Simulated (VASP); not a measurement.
CSO: single point with PBE

CSO:

```xyz
24
Lattice="8.7241 0.0000 0.0000 0.0000 8.7241 0.0000 0.0000 0.0000 8.7241" Properties=species:S:1:pos:R:3 pbc="T T T"
O     8.2248    7.0083    1.9442
O     4.5463    3.6223    0.0838
O     1.3801    4.1933    0.9478
O     2.1447    7.7646    8.3963
O     7.9988    3.4026    5.4029
O     5.0467    0.7755    1.6702
O     5.8367    5.6196    6.1156
O     3.1392    3.7015    4.3758
C     9.1457    6.8696    2.6346
C     5.0194    3.7238    1.1217
C     1.0379    3.1643    1.3563
C     1.2476    7.2337    7.8822
C     7.7679    2.6644    6.2939
C     5.0753    0.5683    2.8507
C     5.5238    6.3039    7.0334
C     2.8187    2.9331    5.2062
S    10.4456    6.6321    3.5610
S     5.5370    3.9075    2.5872
S     0.7342    1.7086    1.8772
S     0.0270    6.7219    7.0264
S     7.3708    1.6202    7.4194
S     5.1049    0.3748    4.4162
S     5.2021    7.1502    8.3112
S     2.5057    1.9610    6.3842
```

The cell was built by a generator and needn't be a form met in nature.

```json
{"Program": "VASP 6.6.1", "Task": "single point", "Functional": "PBE", "Potentials or basis": "VASP PAW PBE potentials, release 64 (O, C, S)", "Cutoff": "520 eV", "k mesh": "1 × 1 × 1", "Occupations": "fermi-dirac, width 0.02 eV", "Spin": "no spin polarisation"}
```

```json
{
  "Pressure": "0.0 GPa",
  "Largest force": "3.743 eV/Å",
  "Band gap on the k mesh": "4.55 eV, direct"
}
```

Forces in eV/Å, atoms in the order of the input:
```
O   -1.236  0.280 -0.842
O   -1.115 -0.382 -3.087
O    0.119  1.519 -0.545
O    1.085  0.262  1.039
O    0.094 -0.244  0.521
O    0.031 -0.610  2.005
O   -0.427  0.608  0.479
O   -0.352 -0.075 -0.058
C    3.035 -0.655  2.091
C    0.996  0.510  3.311
C   -0.012 -2.222  0.683
C   -1.750 -0.164 -1.619
C   -0.532 -0.595  0.159
C   -0.026  0.386 -0.984
C    0.383 -0.504 -0.015
C    0.306  0.139  0.394
S   -1.813  0.429 -1.191
S    0.350  0.110 -0.354
S   -0.096  0.703 -0.109
S    0.675 -0.148  0.553
S    0.382  0.859 -0.734
S    0.048 -0.019 -1.040
S    0.009 -0.121 -0.552
S   -0.156 -0.064 -0.104
```

Stress tensor (GPa, compression positive):
```
 0.39  0.16  0.18
 0.16  0.25  0.40
 0.18  0.40 -0.60
```

Levels at points of the mesh, in eV from the valence-band top:
| k point | band 62 | band 63 | band 64 | band 65 | band 66 | band 67 |
| --- | --- | --- | --- | --- | --- | --- |
| (0.00, 0.00, 0.00) | -0.14 | -0.12 | 0.00 | 4.55 | 4.64 | 4.75 |

It took 120 s on 1 thread of Intel(R) Xeon(R) Platinum 8488C (Sapphire Rapids), on a shared host, peak memory 0.64 GiB.

Caveat: the standard files for N, O and F lose accuracy on very short bonds. A hybrid or GW would open this gap; PBE tends to underestimate it.
